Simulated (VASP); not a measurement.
HfB2:

```
Hf B
1.0
     3.14506    0.00000    0.00000
    -1.57253    2.72370    0.00000
     0.00000    0.00000    3.48730
Hf B
1 2
Direct
  0.00000 0.00000 0.00000
  0.33333 0.66667 0.50000
  0.66667 0.33333 0.50000
```

```yaml
Program: VASP 6.6.1
Task: relaxation of cell and atoms
Functional: PBEsol
Potentials_or_basis: VASP PAW PBE potentials, release 64 (Hf_pv, B)
Cutoff: 600 eV
k_mesh: 15 × 15 × 12
Occupations: gaussian, width 0.1 eV
Spin: no spin polarisation
```

At the start: pressure -5.8 GPa; volume 9.96 Å³/atom.

**Question.** How do energy, volume and symmetry change on relaxing?

**Answer.** Over 7 steps the energy falls by 4.3 meV/atom and the volume is 9.73 Å³/atom (-2.3 %); space group P6/mmm (No. 191, to 0.05 Å).

The path:
```tsv
step	energy change (eV)	largest force (eV/Å)	pressure (GPa)	volume (Å³)
1	0.0000	0.0000	-5.79	29.87
2	0.0085	0.0000	8.26	28.34
3	-0.0127	0.0000	0.04	29.20
4	-0.0127	0.0000	0.13	29.18
5	-0.0130	0.0000	0.09	29.18
6	-0.0130	0.0000	0.08	29.18
7	-0.0130	0.0000	-0.07	29.20
```

Final structure:
```cif
data_structure
_symmetry_space_group_name_H-M 'P 1'
_symmetry_Int_Tables_number 1
_cell_length_a 3.1265
_cell_length_b 3.1265
_cell_length_c 3.4493
_cell_angle_alpha 90.000
_cell_angle_beta 90.000
_cell_angle_gamma 120.000
_cell_volume 29.20
loop_
_atom_site_label
_atom_site_type_symbol
_atom_site_fract_x
_atom_site_fract_y
_atom_site_fract_z
_atom_site_occupancy
Hf1 Hf 0.00000 0.00000 0.00000 1
B1 B 0.33333 0.66667 0.50000 1
B2 B 0.66667 0.33333 0.50000 1
```

Caveat: the PAW data sets were made with another functional, which shifts forces and pressure a little.
